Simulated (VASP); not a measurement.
An input for Quantum ESPRESSO's pw.x (written as the equivalent of a VASP run, and not itself run):

```
&CONTROL
  calculation = 'vc-relax'
  pseudo_dir = './pseudo'
  outdir = './out'
  tprnfor = .true.
  tstress = .true.
  nstep = 60
  forc_conv_thr = 0.00078
/
&SYSTEM
  ibrav = 0
  nat = 3
  ntyp = 2
  ecutwfc = 84
  occupations = 'smearing'
  smearing = 'gaussian'
  degauss = 0.003675
  input_dft = 'pbe'
  vdw_corr = 'grimme-d3'
  dftd3_version = 3
  dftd3_threebody = .false.
/
&ELECTRONS
  conv_thr = 7.3e-08
  electron_maxstep = 100
/
&IONS
/
&CELL
/
ATOMIC_SPECIES
  Hf 178.490 Hf.upf
  O 15.999 O.upf
CELL_PARAMETERS angstrom
     0.0000000    2.5249000    2.5249000
     2.5249000    0.0000000    2.5249000
     2.5249000    2.5249000   -0.0000000
ATOMIC_POSITIONS crystal
  Hf   0.0000000  0.0000000  0.0000000
  O    0.2500000  0.2500000  0.2500000
  O    0.7500000  0.7500000  0.7500000
K_POINTS automatic
  7 7 7 0 0 0
```

**Question.** Write the VASP files for the same calculation (PBE-D3 (zero damping)).

**Answer.** One answer among several that fit: 
KPOINTS:
```
Regular mesh
0
Gamma
  7 7 7
```

### INCAR
```
LCHARG  =  .False.
SYSTEM  =  HfO2
ISIF  =  3   ! ions, shape and volume
IBRION  =  2   ! conjugate gradients
NSW  =  60   ! most ionic steps
SIGMA  =  0.05   ! width (eV)
ALGO  =  Normal   ! blocked Davidson
ISMEAR  =  0   ! Gaussian
PREC  =  Accurate
LWAVE  =  .False.
EDIFF  =  1E-6
NELM  =  100
GGA  =  PE   ! PBE
ENCUT  =  520
LREAL  =  .False.   ! projection in real space or not
EDIFFG  =  -0.02   ! ionic stop
LASPH  =  .True.   ! aspherical one-centre terms
LMAXMIX  =  6   ! l cut-off of mixed one-centre charges
IVDW  =  11   ! D3, zero damping
```

File POSCAR:
```
HfO2
1
    0.0000000000     2.5249000414     2.5249000414
    2.5249000414     0.0000000000     2.5249000414
    2.5249000414     2.5249000414    -0.0000000000
Hf O
1 2
Direct
  0.0000000000   0.0000000000   0.0000000000
  0.2500000000   0.2500000000   0.2500000000
  0.7500000000   0.7500000000   0.7500000000
```

POTCAR, in this order: Hf_pv O (PBE.64 set). Program: vasp_std.

Limits of the translation: the potentials are each code's own (VASP's PAW set, PseudoDojo norm-conserving files in pw.x), so ENCUT and ecutwfc are chosen apart and not converted; conv_thr bounds pw.x's estimated SCF error, while EDIFF bounds the energy change between steps; forc_conv_thr acts on force components and is met together with etot_conv_thr.

The compound is HfO2 in the fluorite structure, the high-temperature cubic form, which is unstable at 0 K; the monoclinic form is the stable one. It was relaxed first. The start is the result of an earlier pass.
